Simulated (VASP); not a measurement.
```yaml
crystal:
  lattice:
    - [2.19300, -3.79839, 0.00000]
    - [2.19300, 3.79839, 0.00000]
    - [0.00000, 0.00000, 7.15020]
  atoms:
    - { symbol: Cd, position: [0.66667, 0.33333, 0.50000] }
    - { symbol: Cd, position: [0.33333, 0.66667, 0.00000] }
    - { symbol: Se, position: [0.66667, 0.33333, 0.87600] }
    - { symbol: Se, position: [0.33333, 0.66667, 0.37600] }
```

The base run (VASP): PBE GGA, plane waves, VASP's PBE PAW potentials (set 64). Run with 400 eV cut-off, 5×5×3 Γ-centred mesh, Gaussian smearing of 0.050 eV, potentials Cd Se.

One setting is varied; ΔE counts from the base run. The base run took about 10 core-seconds. The timings are rough (shared machines, no repeats); factors under 2 mean little.

Pressures at a finite cut-off, here 400 eV, hold a Pulay part, which wasn't tested here.

```json
[
 {"setting": "SYMPREC = 1E-3", "cost over the base run": "within a factor of 2", "electronic steps": "14", "ΔE (meV/atom)": "0.0", "pressure (GPa)": "-0.14"},
 {"setting": "ISYM = 1", "cost over the base run": "within a factor of 2", "electronic steps": "14", "ΔE (meV/atom)": "0.0", "pressure (GPa)": "-0.14"},
 {"setting": "base run", "cost over the base run": "reference", "electronic steps": "14", "ΔE (meV/atom)": "0.0", "pressure (GPa)": "-0.14"},
 {"setting": "ISYM = 0", "cost over the base run": "about 3 times", "electronic steps": "14", "ΔE (meV/atom)": "0.0", "pressure (GPa)": "-0.14"},
 {"setting": "ISYM = -1", "cost over the base run": "about 5 times", "electronic steps": "14", "ΔE (meV/atom)": "0.0", "pressure (GPa)": "-0.14"}
]
```

Left out are runs that failed, have no time on record or changed the cell.

The compound is CdSe in the wurtzite structure. The cell was not relaxed at this level.
